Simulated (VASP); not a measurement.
Given:

```xyz
3
Lattice="1.8666 -3.2330 0.0000 1.8666 3.2330 0.0000 0.0000 0.0000 5.9364" Properties=species:S:1:pos:R:3 pbc="T T T"
Zr     0.0000     0.0000     0.0000
S      1.8666     1.0777     1.4841
S      1.8666    -1.0777     4.4523
```

Calculation: PBE GGA, VASP's PBE PAW potentials (set 64) (plane waves; VASP 6.6.1). Settings: 400 eV cut-off, 6×6×4 Γ-centred mesh, Gaussian smearing of 0.050 eV, potentials Zr_sv S.

Task: Give the force on each atom (eV/Å).

Result: 
```tsv
atom	Fx	Fy	Fz
Zr1	0.000	0.000	0.000
S2	0.000	0.000	-0.669
S3	0.000	0.000	0.669
```

Task: Give the stress tensor in GPa (positive for a compressed cell).

Result: 
```
-4.03   0.00   0.00
 0.00  -4.03   0.00
 0.00   0.00  -2.96
```
The pressure is its mean diagonal, -3.67 GPa.

The compound is ZrS2 in the 1T layered structure. The cell was not relaxed at this level.
